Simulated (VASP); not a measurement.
Input:

```
CELL_PARAMETERS angstrom
      4.46752     0.00000     0.00000
      0.00000     4.46752     0.00000
      0.00000     0.00000     2.98408
ATOMIC_POSITIONS crystal
  Mg 0.00000 0.00000 0.00000
  Mg 0.50000 0.50000 0.50000
  H  0.30449 0.30449 0.00000
  H  0.80449 0.19551 0.50000
  H  0.19551 0.80449 0.50000
  H  0.69551 0.69551 0.00000
```

Calculation: r2SCAN+rVV10, VASP's PBE PAW potentials (set 64) (plane waves; VASP 6.6.1). Numerical set-up: 520 eV cut-off, 6×6×8 Γ-centred mesh, tetrahedra with Blöchl corrections, potentials Mg H.

The path is coarsely sampled, so an indirect gap can come out somewhat too large.

Give the energies of bands 1 to 7 at the high-symmetry points, in eV from the valence-band maximum.

```tsv
band	Γ	X	M	Z	R	A
1	-6.67	-4.98	-3.84	-3.12	-2.37	-1.96
2	-1.50	-4.98	-3.84	-3.12	-2.37	-1.96
3	-1.50	-0.52	-2.83	-0.10	-1.08	-1.00
4	-0.39	-0.52	-2.83	-0.10	-1.08	-1.00
5	5.18	5.97	9.91	7.19	5.81	4.57
6	5.75	5.97	9.91	7.19	5.81	4.57
7	10.01	10.92	9.97	7.53	7.52	4.69
```

The gap is indirect, 4.36 eV, from the valence maximum at (0.17, 0.17, 0.00) to the conduction minimum at A-Z at 0.20.

The compound is MgH2 in the rutile structure. It was relaxed first.
